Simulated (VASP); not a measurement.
Input for VASP

**INCAR**
```
! general
SYSTEM  = Ca
PREC    = Accurate
ENCUT   = 500   ! plane-wave cut-off (eV)
LREAL   = .FALSE.   ! projection in real space or not
LASPH   = .TRUE.

! electronic loop
EDIFF   = 1E-6   ! SCF stop (eV)
NELM    = 100   ! most electronic steps
ALGO    = Normal

! smearing
ISMEAR  = 0   ! Gaussian
SIGMA   = 0.05   ! width (eV)

! functional
GGA     = PE

! ions
IBRION  = 2   ! conjugate gradients
NSW     = 40   ! most ionic steps
ISIF    = 3
EDIFFG  = -0.02   ! ionic stop
PSTRESS = 200   ! kbar

! output
LWAVE   = .FALSE.
LCHARG  = .FALSE.
```

### POSCAR
```
Ca
1.0
  0.0000000000   2.3266399819   2.3266399819
  2.3266399819   0.0000000000   2.3266399819
  2.3266399819   2.3266399819   0.0000000000
Ca
1
direct
  0.0000000000   0.0000000000   0.0000000000
```

### KPOINTS
```
Automatic mesh
0
Gamma
10 10 10
0 0 0
```

POTCAR, in this order: Ca_sv (PBE.64 set). Program: vasp_std.

**Question.** Write an equivalent input for Quantum ESPRESSO's pw.x.

**Answer.** One equivalent input (not run):
```
&CONTROL
  calculation = 'vc-relax'
  pseudo_dir = './pseudo'
  outdir = './out'
  tprnfor = .true.
  tstress = .true.
  nstep = 40
  forc_conv_thr = 0.00078
/
&SYSTEM
  ibrav = 0
  nat = 1
  ntyp = 1
  ecutwfc = 68
  occupations = 'smearing'
  smearing = 'gaussian'
  degauss = 0.003675
  input_dft = 'pbe'
/
&ELECTRONS
  conv_thr = 7.3e-08
  electron_maxstep = 100
/
&IONS
/
&CELL
  press = 200
/
ATOMIC_SPECIES
  Ca 40.078 Ca.upf
CELL_PARAMETERS angstrom
     0.0000000    2.3266400    2.3266400
     2.3266400    0.0000000    2.3266400
     2.3266400    2.3266400    0.0000000
ATOMIC_POSITIONS crystal
  Ca   0.0000000  0.0000000  0.0000000
K_POINTS automatic
  10 10 10 0 0 0
```
What does not carry over: the potentials are each code's own (VASP's PAW set, PseudoDojo norm-conserving files in pw.x), so ENCUT and ecutwfc are chosen apart and not converted; conv_thr bounds pw.x's estimated SCF error, while EDIFF bounds the energy change between steps; forc_conv_thr acts on force components and is met together with etot_conv_thr.

The compound is Ca in the fcc structure. It was relaxed first under an external pressure of 20 GPa.
